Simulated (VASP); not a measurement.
Here is the system:

```yaml
crystal:
  lattice:
    - [1.80426, -5.16108, 0.00000]
    - [1.80426, 5.16108, 0.00000]
    - [0.00000, 0.00000, 3.96807]
  atoms:
    - { symbol: Te, position: [0.64392, 0.35608, 0.25000] }
    - { symbol: Te, position: [0.36993, 0.65778, 0.75000] }
    - { symbol: Rh, position: [0.90466, 0.09534, 0.25000] }
    - { symbol: Rh, position: [0.09534, 0.90466, 0.75000] }
```

Method: PBEsol GGA, VASP's PBE PAW potentials (set 64) (plane waves; VASP). Settings: 480 eV cut-off, 8×8×8 Γ-centred mesh, first-order Methfessel-Paxton smearing of 0.10 eV, potentials Te Rh_pv.

Unless said otherwise, spin-orbit coupling is left out, though it shifts the bands of the heavy elements here.

Question: Predict the energy per atom (σ→0), largest force, band gap (on the k-mesh) with the smallest direct gap where there is one.

Answer: 
The band gap (on the k-mesh) comes out as none (metal, semimetal or under 0.01 eV) and the energy per atom (σ→0) is -6.026 eV/atom. The largest force is 0.224 eV/Å.

Total energies compare only between runs with the same potentials, cut-off and functional.

The structure was generated: TeRh was put into the CrB type (Cmcm), which need not be its known phase. This cell was strained or had an atom moved on purpose.
